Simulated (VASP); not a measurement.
Calculation: revPBE GGA, VASP's PBE PAW potentials (set 64) (plane waves; VASP).

The input files of a VASP run:

**KPOINTS**
```
Automatic
0
G
  15 15 8
0 0 0
```

### INCAR
```
# general
SYSTEM  = Zn
PREC    = Accurate
ENCUT   = 520   # plane-wave cut-off (eV)
LREAL   = .FALSE.   # projection in real space or not
LASPH   = .TRUE.

# electronic loop
EDIFF   = 1E-7   # SCF stop (eV)
NELM    = 100   # most electronic steps
ALGO    = Normal
LMAXMIX = 4

# smearing
ISMEAR  = 1   # Methfessel-Paxton
SIGMA   = 0.1   # width (eV)

# functional
GGA     = RE   # revPBE

# ions
IBRION  = 2
NSW     = 30   # most ionic steps
ISIF    = 4   # ions and shape, fixed volume
EDIFFG  = -0.01   # ionic stop

# output
LWAVE   = .FALSE.
LCHARG  = .FALSE.
```

### POSCAR
```
Zn
1
    1.3530704436    -2.3435872027     0.0000000000
    1.3530704436     2.3435872027     0.0000000000
    0.0000000000     0.0000000000     4.9206857161
Zn
2
Direct
  0.3333330000   0.6666670000   0.2500000000
  0.6666670000   0.3333330000   0.7500000000
```

POTCAR, in this order: Zn (PBE.64 set). Program: vasp_std.

Q: What will the output report for the number of irreducible k-points (NKPTS), largest plane-wave count, number of space-group operations, FFT grid (NGX, NGY, NGZ)?

A: 
The number of irreducible k-points (NKPTS) is 135. The largest plane-wave count is 856, the number of space-group operations comes out as 24 and the FFT grid (NGX, NGY, NGZ) is 20 × 20 × 40.

The compound is Zn in the hcp structure. This run relaxes it. Symmetry was kept, so distortions that lower it aren't found.
